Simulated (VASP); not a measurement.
Input of a VASP 6.6.1 run:

The input INCAR:

```
SYSTEM = Sn2H3Br
ALGO = Fast ; EDIFF = 1E-4
EDIFFG = -0.08 ; ENCUT = 520
GGA = PE ; IBRION = 2
ISIF = 3 ; ISMEAR = 0
KPAR = 2 ; LASPH = .True.
LCHARG = .False. ; LREAL = .False.
LWAVE = .False. ; NELM = 60
NSW = 24 ; PREC = Normal
SIGMA = 0.15
```

File KPOINTS:

```
k-points
0
Gamma
  4 4 2
  0 0 0
```

POSCAR

```
Sn2H3Br
1.0
    4.2000000000      0.0000000000      0.0000000000
   -2.1000000000      3.6373067000      0.0000000000
    0.0000000000      0.0000000000      7.0700000000
Sn H Br
2 3 1
Direct
    0.6666666700      0.3333333300      0.7300000000
    0.3333333300      0.6666666700      0.2700000000
    0.6666666700      0.3333333300      0.3900000000
    0.3333333300      0.6666666700      0.6100000000
    0.0000000000      0.0000000000      0.5000000000
    0.0000000000      0.0000000000      0.0000000000
```

Potentials or basis: VASP PAW PBE potentials, release 64 (Sn_d, H, Br).

Launch:

```bash
$ cat potpaw_PBE.64/Sn_d/POTCAR potpaw_PBE.64/H/POTCAR potpaw_PBE.64/Br/POTCAR > POTCAR
$ mpirun -np 2 vasp_std > vasp.out
```

(1) Estimate the relaxed volume.

(2) Predict the space group after relaxing (to 0.05 Å).

(3) Estimate the relaxed cell.

## Answers

(1) 17.14 Å³/atom.

(2) P-3m1 (No. 164).

(3) a = 4.107 Å, b = 4.107 Å, c = 7.040 Å, α = 90.00°, β = 90.00°, γ = 120.00°.

Caveat: the k mesh is coarse (spacing up to 0.44 Å⁻¹), so the values aren't converged.
